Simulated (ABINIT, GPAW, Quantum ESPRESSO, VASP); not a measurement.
Code comparison for Cu₂La (P6/mmm, 3 atoms in the cell)

Self-consistent single point, at a second geometry (lattice scaled by 0.98). First geometry:

```xyz
3
Lattice="4.3003 0.0000 0.0000 -2.1501 3.7242 0.0000 0.0000 0.0000 3.8510" Properties=species:S:1:pos:R:3 pbc="T T T"
La     0.0000     0.0000     0.0000
Cu     0.0000     2.4828     1.9255
Cu     2.1501     1.2414     1.9255
```

Shared settings, as Quantum ESPRESSO writes them: occupations = smearing; smearing = fermi-dirac; degauss = 0.0036749 Ry; K_POINTS = automatic 9 9 9 0 0 0. Potentials and cutoffs stand in the table.

```tsv
code	model	ΔF from the first geometry (meV/atom)	pressure (GPa)	cutoff
VASP	LDA (PZ), VASP's LDA PAW potentials (set 64)	-22.7	-2.02	300 eV
Quantum ESPRESSO	LDA (PZ), GBRV 1.5 ultrasoft (LDA) pseudopotentials	-23.1	-1.25	50 Ry
GPAW	LDA (Perdew-Wang 92), GPAW PAW datasets LDA (gpaw-data 1.0.1)	-21.2	-0.70	850 eV
ABINIT	LDA (PW92), PAW (JTH v2.0 LDA PAW)	-23.2	-0.93	30 Ha
```

For VASP (by 1.1 GPa) the energy change implies a higher mean pressure, against the two pressures, than for the other programs: a sign of finite-basis (Pulay) stress.

On VASP's run: spin polarisation is off.

The spread over the programs that give each value: ΔF from the first geometry within 2.0 meV/atom; pressure within 1.32 GPa.

The same LDA comes in different parametrisations, which differ slightly.

VASP's run is marked for a possible Pulay error in its stress at this cutoff; no cutoff test was made.

The starting cell comes from a database of computed structures (which also holds hypothetical and non-ambient phases and stackings), without a prior relaxation at this level. For this run, on top of that: lattice scaled by 0.98.

Left out of this page: Ansatz, Elk and FLEUR (not drawn, or without a comparable value).
